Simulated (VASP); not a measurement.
Output of a VASP run:

File OSZICAR:
```
...
DAV:  54    -0.905308514077E+01   -0.27228E-04   -0.17513E-06  1128   0.121E-02    0.185E+00
DAV:  55    -0.905311022958E+01   -0.25089E-04   -0.14091E-06   966   0.114E-02    0.176E+00
DAV:  56    -0.905313332765E+01   -0.23098E-04   -0.13507E-06  1027   0.110E-02    0.167E+00
DAV:  57    -0.905315459841E+01   -0.21271E-04   -0.12226E-06   942   0.103E-02    0.159E+00
DAV:  58    -0.905317416673E+01   -0.19568E-04   -0.10325E-06   998   0.981E-03    0.151E+00
DAV:  59    -0.905319215369E+01   -0.17987E-04   -0.91063E-07   793   0.948E-03    0.143E+00
DAV:  60    -0.905320869508E+01   -0.16541E-04   -0.90383E-07   826   0.883E-03    0.136E+00
DAV:  61    -0.905322389702E+01   -0.15202E-04   -0.73181E-07   833   0.853E-03    0.129E+00
DAV:  62    -0.905323785481E+01   -0.13958E-04   -0.68007E-07   798   0.822E-03    0.123E+00
DAV:  63    -0.905325067348E+01   -0.12819E-04   -0.64334E-07   778   0.782E-03    0.116E+00
DAV:  64    -0.905326244017E+01   -0.11767E-04   -0.55005E-07   733   0.760E-03    0.111E+00
DAV:  65    -0.905327323485E+01   -0.10795E-04   -0.51355E-07   738   0.731E-03    0.105E+00
DAV:  66    -0.905328313958E+01   -0.99047E-05   -0.47599E-07   728   0.693E-03    0.997E-01
DAV:  67    -0.905329222383E+01   -0.90843E-05   -0.41724E-07   738   0.677E-03    0.947E-01
DAV:  68    -0.905330055096E+01   -0.83271E-05   -0.38575E-07   728   0.650E-03    0.899E-01
DAV:  69    -0.905330818538E+01   -0.76344E-05   -0.35908E-07   728   0.618E-03    0.854E-01
DAV:  70    -0.905331518170E+01   -0.69963E-05   -0.31930E-07   728   0.605E-03    0.811E-01
DAV:  71    -0.905332159125E+01   -0.64096E-05   -0.29499E-07   728   0.576E-03    0.770E-01
DAV:  72    -0.905332746388E+01   -0.58726E-05   -0.27357E-07   733   0.550E-03    0.731E-01
DAV:  73    -0.905333284217E+01   -0.53783E-05   -0.24185E-07   728   0.538E-03    0.694E-01
DAV:  74    -0.905333776651E+01   -0.49243E-05   -0.22708E-07   728   0.511E-03    0.659E-01
DAV:  75    -0.905334227647E+01   -0.45100E-05   -0.20745E-07   728   0.488E-03    0.626E-01
DAV:  76    -0.905334640419E+01   -0.41277E-05   -0.18643E-07   728   0.474E-03    0.595E-01
DAV:  77    -0.905335018296E+01   -0.37788E-05   -0.17449E-07   728   0.450E-03    0.565E-01
DAV:  78    -0.905335364116E+01   -0.34582E-05   -0.15655E-07   728   0.431E-03    0.536E-01
DAV:  79    -0.905335680571E+01   -0.31645E-05   -0.14221E-07   728   0.416E-03    0.509E-01
DAV:  80    -0.905335970120E+01   -0.28955E-05   -0.13077E-07   728   0.395E-03    0.483E-01
DAV:  81    -0.905336235081E+01   -0.26496E-05   -0.11778E-07   728   0.379E-03    0.459E-01
DAV:  82    -0.905336477400E+01   -0.24232E-05   -0.10716E-07   728   0.363E-03    0.436E-01
DAV:  83    -0.905336699043E+01   -0.22164E-05   -0.98129E-08   728   0.346E-03    0.414E-01
DAV:  84    -0.905336901787E+01   -0.20274E-05   -0.88007E-08   728   0.331E-03    0.393E-01
DAV:  85    -0.905337087211E+01   -0.18542E-05   -0.80166E-08   728   0.316E-03    0.373E-01
DAV:  86    -0.905337256758E+01   -0.16955E-05   -0.72493E-08   728   0.301E-03    0.354E-01
DAV:  87    -0.905337411814E+01   -0.15506E-05   -0.65622E-08   728   0.288E-03    0.336E-01
DAV:  88    -0.905337553584E+01   -0.14177E-05   -0.59331E-08   728   0.275E-03    0.319E-01
DAV:  89    -0.905337683188E+01   -0.12960E-05   -0.53732E-08   728   0.263E-03    0.303E-01
DAV:  90    -0.905337801736E+01   -0.11855E-05   -0.48700E-08   728   0.251E-03    0.288E-01
DAV:  91    -0.905337910056E+01   -0.10832E-05   -0.44098E-08   728   0.240E-03    0.273E-01
DAV:  92    -0.905338009104E+01   -0.99047E-06   -0.39810E-08   728   0.228E-03
   1 F= -.90533801E+01 E0= -.90544878E+01  d E =0.332305E-02
```

**OUTCAR**
```
------------------------ aborting loop because EDIFF is reached ----------------------------------------
  FORCE on cell =-STRESS in cart. coord.  units (eV):
  Direction    XX          YY          ZZ          XY          YZ          ZX
  --------------------------------------------------------------------------------------
  Total       -0.5920602     -0.5920603     -1.1058773      0.0000000     -0.0000000      0.0000000
  in kB      -14.1745064    -14.1745080    -26.4757946      0.0000000     -0.0000000      0.0000000
  external PRESSURE =     -18.2749363 kB  Pullay stress =       0.0000000 kB
  volume of cell :       66.92
      direct lattice vectors                 reciprocal lattice vectors
     1.830900000 -3.171212000  0.000000000     0.273089737 -0.157668425  0.000000000
     1.830900000  3.171212000  0.000000000     0.273089737  0.157668425  0.000000000
     0.000000000  0.000000000  5.763000000     0.000000000  0.000000000  0.173520736
 POSITION                                       TOTAL-FORCE (eV/Angst)
 -----------------------------------------------------------------------------------
      1.83090      1.05707      1.44075        -0.000000     -0.000000      0.000000
      1.83090     -1.05707      4.32225         0.000000      0.000000      0.000000
 -----------------------------------------------------------------------------------
    total drift:                               -0.000004      0.000105     -0.000011
  FREE ENERGIE OF THE ION-ELECTRON SYSTEM (eV)
  ---------------------------------------------------
  free  energy   TOTEN  =        -9.0533800910 eV

  energy  without entropy=       -9.0567031369  energy(sigma->0) =       -9.05448777
```
(Selected blocks of OUTCAR.)

File POSCAR:
```
Dy
1
    1.8309000000    -3.1712120000     0.0000000000
    1.8309000000     3.1712120000     0.0000000000
    0.0000000000     0.0000000000     5.7630000000
Dy
2
Direct
  0.3333330000   0.6666670000   0.2500000000
  0.6666670000   0.3333330000   0.7500000000
```

Question: Write an INCAR and KPOINTS that could have produced this output.

Answer: Several could match; the one computed here: the input of the run itself, PBE GGA, plane waves, VASP's PBE PAW potentials (set 64).

INCAR:
```
ALGO  =  Normal
AMIX  =  0.05
BMIX  =  1.0
EDIFF  =  1E-6
ENCUT  =  400
GGA  =  PE
IMIX  =  1
ISIF  =  2
ISMEAR  =  1
LASPH  =  .True.
LCHARG  =  .False.
LMAXMIX  =  6
LREAL  =  .False.
LWAVE  =  .False.
NELM  =  100
PREC  =  Accurate
SIGMA  =  0.1
SYSTEM  =  Dy
```

KPOINTS:
```
Automatic mesh
0
Gamma
10 10 6
0 0 0
```

POTCAR, in this order: Dy_3 (PBE.64 set). Program: vasp_std.

The 4f electrons are frozen in the core of the lanthanide potential, so 4f levels, which can set the real gap, and their magnetism are missing.

The compound is Dy in the hcp structure. The cell was not relaxed at this level. The run is one of a series of settings (AMIX = 0.05, BMIX = 1.0, IMIX = 1 against the base run), some of them coarse on purpose.
